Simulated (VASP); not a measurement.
Data:

```xyz
4
Lattice="-1.3832 1.3832 4.6830 1.3832 -1.3832 4.6830 1.3832 1.3832 -4.6830" Properties=species:S:1:pos:R:3 pbc="T T T"
Rh     0.0000     0.0000     7.0244
Rh     0.0000     1.3832     0.0000
B      0.0000     0.0000     1.5547
B      0.0000     1.3832     3.8962
```

Level of theory: PBE GGA, VASP's PBE PAW potentials (set 64) (plane waves; VASP). Run with EDIFF = 1E-4, 520 eV cut-off, 14×14×14 Γ-centred mesh, first-order Methfessel-Paxton smearing of 0.10 eV, potentials Rh_pv B.

Give the stress tensor in GPa (positive for a compressed cell).

```
49.52   0.00   0.00
 0.00  49.52   0.00
 0.00   0.00  69.97
```
The pressure is its mean diagonal, 56.34 GPa.

The structure was generated: BRh was put into the NbAs type (I4_1md), which need not be its known phase. The cell was not relaxed at this level. The run is one of a series of settings (EDIFF = 1E-4 against the base run), some of them coarse on purpose.
